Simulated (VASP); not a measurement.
# BiB (Pm-3m) in VASP: a series of runs, part 2 of 2

VASP 6.6.1.

## 4. Single point, PBE

INCAR reads:

```
SYSTEM = BiB
PREC = Accurate
ENCUT = 520
EDIFF = 1E-7
ISMEAR = -1
SIGMA = 0.02
LREAL = .FALSE.
LASPH = .TRUE.
NELM = 60
ALGO = Normal
ISIF = 2
LWAVE = .FALSE.
LCHARG = .TRUE.
GGA = PE
LELF = .TRUE.
LVHAR = .TRUE.
NBANDS = 16
```

KPOINTS reads:

```
Automatic mesh
0
G
  6 6 6
  0 0 0
```

POSCAR reads:

```
BiB
1.0
    3.3701290311      0.0000000000      0.0000000000
    0.0000000000      3.3701290311      0.0000000000
    0.0000000000      0.0000000000      3.3701290311
B Bi
1 1
Direct
    0.0000000000      0.0000000000      0.0000000000
    0.5000000000      0.5000000000      0.5000000000
```

Potentials or basis: VASP PAW PBE potentials, release 64 (B, Bi_d).

Launch:

```sh
$ cat potpaw_PBE.64/B/POTCAR potpaw_PBE.64/Bi_d/POTCAR > POTCAR
$ mpirun -np 1 vasp_std > vasp.out
```

OUTCAR:

```text
SYSTEM = BiB
   PREC = Accurate
   ENCUT = 520
   EDIFF = 1E-7
   ISMEAR = -1
   LREAL = .FALSE.
   LASPH = .TRUE.
   NELM = 60
   ISIF = 2
   GGA = PE

 ion  position               nearest neighbor table
   1  0.000  0.000  0.000-   2 2.92   2 2.92   2 2.92   2 2.92   2 2.92   2 2.92   2 2.92   2 2.92

   2  0.500  0.500  0.500-   1 2.92   1 2.92   1 2.92   1 2.92   1 2.92   1 2.92   1 2.92   1 2.92

  LATTYP: Found a simple cubic cell.
 ALAT       =     3.3701290311

  Lattice vectors:

 A1 = (   3.3701290311,   0.0000000000,   0.0000000000)
 A2 = (   0.0000000000,   3.3701290311,   0.0000000000)
 A3 = (   0.0000000000,   0.0000000000,   3.3701290311)

Analysis of symmetry for initial positions (statically):
=====================================================================
 Subroutine PRICEL returns:
 Original cell was already a primitive cell.

 Routine SETGRP: Setting up the symmetry group for a
 simple cubic supercell.

 Subroutine GETGRP returns: Found 48 space group operations
 (whereof 48 operations were pure point group operations)
 out of a pool of 48 trial point group operations.

The static configuration has the point symmetry O_h .

Analysis of symmetry for dynamics (positions and initial velocities):
=====================================================================
 Subroutine PRICEL returns:
 Original cell was already a primitive cell.

 Routine SETGRP: Setting up the symmetry group for a
 simple cubic supercell.

 Subroutine GETGRP returns: Found 48 space group operations
 (whereof 48 operations were pure point group operations)
 out of a pool of 48 trial point group operations.

The dynamic configuration has the point symmetry O_h .

 Subroutine INISYM returns: Found 48 space group operations
 (whereof 48 operations are pure point group operations),
 and found     1 'primitive' translations

----------------------------------------------------------------------------------------

                                     Primitive cell

  volume of cell :      38.2771

  direct lattice vectors                    reciprocal lattice vectors
     3.370129031  0.000000000  0.000000000     0.296724544  0.000000000  0.000000000
     0.000000000  3.370129031  0.000000000     0.000000000  0.296724544  0.000000000
     0.000000000  0.000000000  3.370129031     0.000000000  0.000000000  0.296724544

  length of vectors
     3.370129031  3.370129031  3.370129031     0.296724544  0.296724544  0.296724544

  position of ions in fractional coordinates (direct lattice)
     0.000000000  0.000000000  0.000000000
     0.500000000  0.500000000  0.500000000

  ion indices of the primitive-cell ions
   primitive index   ion index
                 1           1
                 2           2

----------------------------------------------------------------------------------------

 KPOINTS: Automatic mesh

Automatic generation of k-mesh.
 Grid dimensions read from file:
 generate k-points for:    6    6    6

 Generating k-lattice:

  Cartesian coordinates                     Fractional coordinates (reciprocal lattice)
     0.049454091  0.000000000  0.000000000     0.166666667  0.000000000  0.000000000
     0.000000000  0.049454091  0.000000000     0.000000000  0.166666667  0.000000000
     0.000000000  0.000000000  0.049454091     0.000000000  0.000000000  0.166666667

  Length of vectors
     0.049454091  0.049454091  0.049454091

  Shift w.r.t. Gamma in fractional coordinates (k-lattice)
     0.000000000  0.000000000  0.000000000

 Subroutine IBZKPT returns following result:
 ===========================================

 Found     20 irreducible k-points:

 Following reciprocal coordinates:
            Coordinates               Weight
  0.000000  0.000000  0.000000      1.000000
  0.166667  0.000000  0.000000      6.000000
  0.333333  0.000000  0.000000      6.000000
  0.500000  0.000000  0.000000      3.000000
  0.166667  0.166667  0.000000     12.000000
  0.333333  0.166667  0.000000     24.000000
[... 12 lines left out ...]
  0.500000  0.500000  0.333333      6.000000
  0.500000  0.500000  0.500000      1.000000
   k-points           NKPTS =     20   k-points in BZ     NKDIM =     20   number of bands    NBANDS=     16
   number of dos      NEDOS =    301   number of ions     NIONS =      2
   total plane-waves  NPLWV =  21952
   dimension x,y,z NGX =    28 NGY =   28 NGZ =   28
   dimension x,y,z NGXF=    56 NGYF=   56 NGZF=   56
   ions per type =               1   1
   NGX,Y,Z   is equivalent  to a cutoff of  13.81, 13.81, 13.81 a.u.
   NGXF,Y,Z  is equivalent  to a cutoff of  27.62, 27.62, 27.62 a.u.
 SYSTEM =  BiB
   PREC   = accura    normal or accurate (medium, high low for compatibility)
   ISTART =      0    job   : 0-new  1-cont  2-samecut
   ICHARG =      2    charge: 1-file 2-atom 10-const
   ISPIN  =      1    spin polarized calculation?
   LNONCOLLINEAR =      F non collinear calculations
   LSORBIT =      F    spin-orbit coupling
   LASPH  =      T    aspherical Exc in radial PAW
   ENCUT  =  520.0 eV  38.22 Ry    6.18 a.u.   6.27  6.27  6.27*2*pi/ulx,y,z
   NELM   =     60;   NELMIN=  2; NELMDL= -5     # of ELM steps
   EDIFF  = 0.1E-06   stopping-criterion for ELM
   LREAL  =      F    real-space projection
   EDIFFG = 0.1E-05   stopping-criterion for IOM
   NSW    =      0    number of steps for IOM
   IBRION =     -1    ionic relax: 0-MD 1-quasi-New 2-CG
   NFREE  =      0    steps in history (QN), initial steepest desc. (CG)
   ISIF   =      2    stress and relaxation
   ISYM   =      2    0-nonsym 1-usesym 2-fastsym
   POTIM  = 0.5000    time-step for ionic-motion
   TEBEG  =    0.0;   TEEND  =   0.0 temperature during run
   PSTRESS=    0.0 pullay stress
   NELECT =      18.0000    total number of electrons
   NUPDOWN=      -1.0000    fix difference up-down
   EMIN   =  10.00;   EMAX   =-10.00  energy-range for DOS
   EFERMI =   0.00;   METHOD = LEGACY
   ISMEAR =    -1;   SIGMA  =   0.02  broadening in eV -4-tet -1-fermi 0-gaus
   EFERMI_NEDOS =   21; number of points for ismear=-14 and -15
   IALGO  =     38    algorithm
   IMIX   =      4    mixing-type and parameters
     AMIX     =   0.40;   BMIX     =  1.00
     AMIX_MAG =   1.60;   BMIX_MAG =  1.00
  volume/ion in A,a.u.               =      19.14       129.15
  Fermi-wavevector in a.u.,A,eV,Ry     =   1.273071  2.405754 22.051079  1.620709
  Thomas-Fermi vector in A             =   2.405914
   LORBIT       =      0    0 simple, 1 ext, 2 COOP (PROOUT), +10 PAW based schemes
   GGA     = PE    functional components
   LHFCALC =     F    Hartree Fock is set to
   AEXX    =    0.0000 exact exchange contribution
   IVDW    =     0    specifies the selected vdW correction
   LEPSILON=     F    determine dielectric tensor
   LRPA    =     F    only Hartree local field effects (RPA)
 non-spin polarized calculation
  energy-cutoff  :      520.00
  volume of cell :       38.28
 maximum number of plane-waves:      1064
 NGX is ok and might be reduce to    28
   NGX = 13   NGY = 13   NGZ = 13

 number of electron      18.0000004 magnetization

 Free energy of the ion-electron system (eV)
  ---------------------------------------------------
  ext. energy  EPLUGINS =         0.00000000
  ---------------------------------------------------
  free energy    TOTEN  =        -7.46572829 eV

  energy without entropy =       -7.46307298  energy(sigma->0) =       -7.46440064

 E-fermi :   7.4937     XC(G=0): -10.8383

 val. band max:        7.4506389993   @ k =   0.3333   0.3333   0.1667
 cond. band min:       7.5374519136   @ k =   0.1667   0.0000   0.0000
 fundamental gap:      0.0868129144
 Fermi energy:         7.4937359647

 k-point     1 :       0.0000    0.0000    0.0000
  band No.  band energies     occupation
      1     -15.3641      2.00000
      2     -15.3641      2.00000
      3     -15.1205      2.00000
      4     -15.1205      2.00000
      5     -15.1205      2.00000
      6      -6.1524      2.00000
[... 8 lines left out ...]
     15      15.4212      0.00000
     16      23.0201      0.00000
[... 343 lines left out ...]
 k-point    20 :       0.5000    0.5000    0.5000
  band No.  band energies     occupation
      1     -15.2577      2.00000
      2     -15.2577      2.00000
      3     -15.2577      2.00000
      4     -15.0416      2.00000
      5     -15.0416      2.00000
      6      -0.5665      2.00000
[... 8 lines left out ...]
     15      23.0361      0.00000
     16      23.0361      0.00000

------------------------ aborting loop because EDIFF is reached ----------------------------------------

  FORCE on cell =-STRESS in cart. coord.  units (eV):
  Direction    XX          YY          ZZ          XY          YZ          ZX
  --------------------------------------------------------------------------------------
  -------------------------------------------------------------------------------------
  Total       -0.1188161     -0.1188161     -0.1188161     -0.0000000     -0.0000000     -0.0000000
  in kB       -4.9733177     -4.9733177     -4.9733177     -0.0000000     -0.0000000     -0.0000000
  external PRESSURE =      -4.9733177 kB  Pullay stress =       0.0000000 kB

 VOLUME and BASIS-vectors are now :
 -----------------------------------------------------------------------------
  energy-cutoff  :      520.00
  volume of cell :       38.28
      direct lattice vectors                 reciprocal lattice vectors
     3.370129031  0.000000000  0.000000000     0.296724544  0.000000000  0.000000000
     0.000000000  3.370129031  0.000000000     0.000000000  0.296724544  0.000000000
     0.000000000  0.000000000  3.370129031     0.000000000  0.000000000  0.296724544

 POSITION                                       TOTAL-FORCE (eV/Angst)
 -----------------------------------------------------------------------------------
      0.00000      0.00000      0.00000         0.000000      0.000000      0.000000
      1.68506      1.68506      1.68506         0.000000      0.000000      0.000000
 -----------------------------------------------------------------------------------
    total drift:                                0.000000      0.000000      0.000000

  FREE ENERGIE OF THE ION-ELECTRON SYSTEM (eV)
  ---------------------------------------------------
  free  energy   TOTEN  =        -7.4657282912 eV

  energy  without entropy=       -7.4630729830  energy(sigma->0) =       -7.46440064
```

OSZICAR:

```text
N       E                     dE             d eps       ncg     rms          rms(c)
DAV:   1     0.126291922298E+03    0.12629E+03   -0.10086E+04   640   0.135E+03
DAV:   2     0.190197899600E+00   -0.12610E+03   -0.12227E+03   704   0.339E+02
DAV:   3    -0.750883560249E+01   -0.76990E+01   -0.76588E+01   808   0.787E+01
DAV:   4    -0.767500466881E+01   -0.16617E+00   -0.16613E+00   840   0.125E+01
DAV:   5    -0.768041414643E+01   -0.54095E-02   -0.54092E-02   896   0.193E+00    0.194E+00
DAV:   6    -0.746623018136E+01    0.21418E+00   -0.68890E-01   864   0.513E+00    0.568E-01
DAV:   7    -0.746679087633E+01   -0.56069E-03   -0.52776E-02   784   0.116E+00    0.336E-01
DAV:   8    -0.746583249749E+01    0.95838E-03   -0.28444E-03   808   0.602E-01    0.461E-02
DAV:   9    -0.746572632485E+01    0.10617E-03   -0.30258E-04   904   0.161E-01    0.201E-02
DAV:  10    -0.746572924119E+01   -0.29163E-05   -0.51439E-05   848   0.608E-02    0.638E-03
DAV:  11    -0.746572892376E+01    0.31743E-06   -0.98042E-06   872   0.314E-02    0.225E-03
DAV:  12    -0.746572837810E+01    0.54566E-06   -0.10705E-06   808   0.840E-03    0.300E-04
DAV:  13    -0.746572829120E+01    0.86904E-07   -0.61086E-08   488   0.181E-03
   1 F= -.74657283E+01 E0= -.74644006E+01  d E =-.265531E-02
```

stdout:

```text
POSCAR found type information on POSCAR B Bi
 POSCAR found :  2 types and       2 ions
 scaLAPACK will be used
 LDA part: xc-table for (Slater+PW92), standard interpolation
 POSCAR, INCAR and KPOINTS ok, starting setup
 FFT: planning ... GRIDC
 FFT: planning ... GRID_SOFT
 FFT: planning ... GRID
 WAVECAR not read
 entering main loop
```

It took 9.1 s on 1 thread of AMD EPYC 9R45 (Zen 5), shared host; peak memory 0.13 GiB.

Results:

- Free energy: -7.4657 eV
- Pressure: -0.5 GPa
- Band gap on the k mesh: none (metal or under the smearing width)

Caveat: spin-orbit coupling is left out, which moves the levels of the heavy elements.
